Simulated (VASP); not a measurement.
```xyz
2
Lattice="0.0000 3.0025 3.0025 3.0025 0.0000 3.0025 3.0025 3.0025 0.0000" Properties=species:S:1:pos:R:3 pbc="T T T"
Pb     0.0000     0.0000     0.0000
S      3.0025     3.0025     3.0025
```

These are B3LYP hybrid, VASP's PBE PAW potentials (set 64) (plane waves; VASP) values and carry that method's errors. Settings: 520 eV cut-off, 6×6×6 Γ-centred mesh, Gaussian smearing of 0.050 eV, potentials Pb_d S.

Problem. Give the stress tensor in GPa (positive for a compressed cell).

Solution. 
```
2.08  0.00  0.00
0.00  2.08  0.00
0.00  0.00  2.08
```
The pressure is its mean diagonal, 2.08 GPa.

The compound is PbS in the rock salt structure. It was relaxed first. The cell's shape comes from a PBE relaxation.
